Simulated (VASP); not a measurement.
Given:

```yaml
crystal:
  lattice:
    - [4.02888, 0.00000, 0.00000]
    - [0.00000, 4.02888, 0.00000]
    - [0.00000, 0.00000, 4.02888]
  atoms:
    - { symbol: K, position: [0.00000, 0.00000, 0.00000] }
    - { symbol: Ta, position: [0.50000, 0.50000, 0.50000] }
    - { symbol: O, position: [0.50000, 0.00000, 0.50000] }
    - { symbol: O, position: [0.00000, 0.50000, 0.50000] }
    - { symbol: O, position: [0.50000, 0.50000, 0.00000] }
```

The numbers are results of PBE GGA, VASP's PBE PAW potentials (set 64) (plane waves; VASP), not measurements. Run with 520 eV cut-off, 6×6×6 Γ-centred mesh, tetrahedra with Blöchl corrections, potentials K_sv Ta_pv O.

Unless said otherwise, spin-orbit coupling is left out, though it shifts the bands of the heavy elements here.

### Question
Predict the energy per atom (σ→0), band gap (on the k-mesh) with the smallest direct gap where there is one.

### Answer

```
Property                                      Value
-----------------------------------  --------------
band gap (on the k-mesh)                    2.11 eV
smallest direct gap (on the k-mesh)         2.74 eV
energy per atom (σ→0)                -8.213 eV/atom
```

The compound is KTaO3 in the cubic perovskite structure. It was relaxed first.
